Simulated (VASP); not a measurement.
OSZICAR of a VASP run on Zr (hcp):

### OSZICAR
```
       N       E                     dE             d eps       ncg     rms          rms(c)
DAV:   1     0.185232758469E+03    0.18523E+03   -0.12161E+04  4344   0.123E+03
DAV:   2    -0.497389757562E+01   -0.19021E+03   -0.18889E+03  5536   0.371E+02
DAV:   3    -0.175475039791E+02   -0.12574E+02   -0.12548E+02  8128   0.695E+01
DAV:   4    -0.177505791074E+02   -0.20308E+00   -0.20303E+00  4768   0.998E+00
DAV:   5    -0.177555944635E+02   -0.50154E-02   -0.50189E-02  6744   0.111E+00    0.142E+01
DAV:   6    -0.171524104510E+02    0.60318E+00   -0.96720E-01  4480   0.865E+00    0.559E+00
DAV:   7    -0.170339200810E+02    0.11849E+00   -0.62864E-01  6144   0.607E+00    0.113E+00
DAV:   8    -0.170394804441E+02   -0.55604E-02   -0.39475E-02  5664   0.166E+00    0.285E-01
DAV:   9    -0.170396704629E+02   -0.19002E-03   -0.17881E-03  5264   0.442E-01    0.383E-02
DAV:  10    -0.170396220232E+02    0.48440E-04   -0.42450E-05  6416   0.425E-02    0.236E-02
DAV:  11    -0.170396224269E+02   -0.40374E-06   -0.10670E-05  4840   0.405E-02    0.448E-03
DAV:  12    -0.170396224353E+02   -0.83378E-08   -0.35181E-07  4704   0.449E-03
   1 F= -.17039622E+02 E0= -.17039622E+02  d E =0.000000E+00
```

**Question.** Which electronic solver shows in the log?

**Answer.** It is blocked Davidson (ALGO = Normal, or the opening steps of other solvers). The INCAR had ALGO = Normal.

**Question.** Can the final energy be trusted as converged?

**Answer.** The calculation finished and met its thresholds. It stopped with EDIFF = 1E-7, NELM = 100 (PBE GGA, plane waves, VASP's PBE PAW potentials (set 64)).

The compound is Zr in the hcp structure. It was relaxed first.
